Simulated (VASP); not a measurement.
Input for VASP

File KPOINTS:
```
Automatic mesh
0
Gamma
14 14 14
0 0 0
```

File POSCAR:
```
HfC
1
    0.0000000000     2.3325966735     2.3325966735
    2.3325966735     0.0000000000     2.3325966735
    2.3325966735     2.3325966735     0.0000000000
Hf C
1 1
Direct
  0.0000000000   0.0000000000   0.0000000000
  0.5000000000   0.5000000000   0.5000000000
```

**INCAR**
```
SIGMA  =  0.1   ! width (eV)
PREC  =  Accurate
LWAVE  =  .FALSE.
ENCUT  =  520
ALGO  =  Normal   ! blocked Davidson
EDIFF  =  1E-7
NELM  =  100   ! most electronic steps
GGA  =  CX
SYSTEM  =  HfC
LREAL  =  .FALSE.
AGGAC  =  0.0
LMAXMIX  =  6   ! l cut-off of mixed one-centre charges
LCHARG  =  .FALSE.
ISMEAR  =  1   ! Methfessel-Paxton
ISIF  =  2
LUSE_VDW  =  .TRUE.
LASPH  =  .TRUE.   ! aspherical one-centre terms
```

POTCAR, in this order: Hf_pv C (PBE.64 set). Program: vasp_std.

Write an equivalent input for Quantum ESPRESSO's pw.x.

One equivalent input (not run):
```
&CONTROL
  calculation = 'scf'
  pseudo_dir = './pseudo'
  outdir = './out'
  tprnfor = .true.
  tstress = .true.
/
&SYSTEM
  ibrav = 0
  nat = 2
  ntyp = 2
  ecutwfc = 82
  occupations = 'smearing'
  smearing = 'methfessel-paxton'
  degauss = 0.00735
  input_dft = 'vdw-df-cx'
/
&ELECTRONS
  conv_thr = 7.3e-09
  electron_maxstep = 100
/
ATOMIC_SPECIES
  Hf 178.490 Hf.upf
  C 12.011 C.upf
CELL_PARAMETERS angstrom
     0.0000000    2.3325967    2.3325967
     2.3325967    0.0000000    2.3325967
     2.3325967    2.3325967    0.0000000
ATOMIC_POSITIONS crystal
  Hf   0.0000000  0.0000000  0.0000000
  C    0.5000000  0.5000000  0.5000000
K_POINTS automatic
  14 14 14 0 0 0
```
Limits of the translation: the potentials are each code's own (VASP's PAW set, PseudoDojo norm-conserving files in pw.x), so ENCUT and ecutwfc are chosen apart and not converted; conv_thr bounds pw.x's estimated SCF error, while EDIFF bounds the energy change between steps.

The compound is HfC in the rock salt structure. This cell is one point of a volume scan, at 1.03 of the reference volume.
